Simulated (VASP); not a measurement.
Given:

```
CELL_PARAMETERS angstrom
      0.00000     2.66725     2.66725
      2.66725     0.00000     2.66725
      2.66725     2.66725     0.00000
ATOMIC_POSITIONS crystal
  Ca 0.00000 0.00000 0.00000
  F  0.25000 0.25000 0.25000
  F  0.75000 0.75000 0.75000
```

Computed with SCAN meta-GGA, VASP's PBE PAW potentials (set 64) (plane waves; VASP). Settings: 520 eV cut-off, 7×7×7 Γ-centred mesh, Gaussian smearing of 0.050 eV, potentials Ca_sv F.

Q: Give the stress tensor in GPa (positive for a compressed cell).

A: 
```
6.27  0.00  0.00
0.00  6.27  0.00
0.00  0.00  6.27
```
The pressure is its mean diagonal, 6.27 GPa.

The compound is CaF2 in the fluorite structure. This cell is one point of a volume scan, at 0.94 of the reference volume.
